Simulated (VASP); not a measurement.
Runs of VASP 6.6.1 on FSiClBr2. The cell holds a molecule in a box, 5 atoms: a = 12.000 Å, b = 12.000 Å, c = 12.000 Å, α = 90.00°, β = 90.00°, γ = 90.00°. 

| task | level | cell | grid for exact exchange (PRECFOCK) | exchange at q = 0 | gap on the mesh (eV) | largest force (eV/Å) |
| --- | --- | --- | --- | --- | --- | --- |
| atomic charges | PBE+TS | as given | - | - | 5.50 | (a) |
| relaxation of the atoms | PBE | atoms relaxed from: atoms moved at random, drawn with an rms of 0.02 Å | - | - | 5.33 | - |
| electron localisation function | PBE | as given | - | - | 5.50 | 0.88 |
| single point | B3LYP+TS | as given | Fast | default | 7.16 | 0.48 |
| single point | PBE | as given | - | - | 5.50 | 0.88 |
| single point | PBE | atoms moved at random, drawn with an rms of 0.05 Å | - | - | 5.51 | 2.88 |

Alike in all rows: potentials or basis VASP PAW PBE potentials, release 64 (F, Si, Cl, Br); no spin polarisation; k mesh 1 × 1 × 1; cutoff (eV) 520; smearing gaussian 0.01 eV.

Task: Estimate the missing entries.

Result: (a) 0.90.

Caveats: the PAW data sets were made with another functional, which shifts forces and pressure a little (some runs).

A k mesh can miss the band edges, and the runs leave out spin-orbit coupling on Br.
